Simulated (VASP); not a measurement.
OSZICAR of a VASP run on GaN (zinc blende):

OSZICAR:
```
       N       E                     dE             d eps       ncg     rms          rms(c)
DAV:   1     0.140783260012E+03    0.14078E+03   -0.61961E+03 21136   0.839E+02
DAV:   2    -0.317027405132E+01   -0.14395E+03   -0.12505E+03 15648   0.256E+02
DAV:   3    -0.158588692944E+02   -0.12689E+02   -0.12509E+02 18450   0.500E+01
DAV:   4    -0.160112198626E+02   -0.15235E+00   -0.15230E+00 17633   0.546E+00
DAV:   5    -0.160116725059E+02   -0.45264E-03   -0.45264E-03 17576   0.290E-01    0.760E+00
DAV:   6    -0.140195060719E+02    0.19922E+01   -0.23544E+00 20084   0.169E+01    0.278E+00
DAV:   7    -0.139731147292E+02    0.46391E-01   -0.85730E-02 17170   0.224E+00    0.164E+00
DAV:   8    -0.139449056379E+02    0.28209E-01   -0.29523E-02 18516   0.791E-01    0.468E-01
DAV:   9    -0.139443274455E+02    0.57819E-03   -0.83895E-04 17079   0.346E-01    0.173E-01
DAV:  10    -0.139443470815E+02   -0.19636E-04   -0.10422E-04 18951   0.567E-02    0.285E-02
DAV:  11    -0.139443441215E+02    0.29600E-05   -0.75653E-06 17726   0.242E-02    0.446E-03
DAV:  12    -0.139443441273E+02   -0.58290E-08   -0.35603E-07 17594   0.266E-03
   1 F= -.13944344E+02 E0= -.13944344E+02  d E =-.306511E-21
 imaginary and real dielectric function
```

Task: Which electronic solver shows in the log?

Result: It is blocked Davidson (ALGO = Normal, or the opening steps of other solvers). The INCAR had ALGO = Normal.

Task: Can the final energy be trusted as converged?

Result: Self-consistency was reached. It stopped with EDIFF = 1E-7, NELM = 100 (LDA (Ceperley-Alder, Perdew-Zunger), plane waves, VASP's LDA PAW potentials (set 64)).

The compound is GaN in the zinc blende structure, a metastable form; wurtzite is the usual one. It was relaxed first.
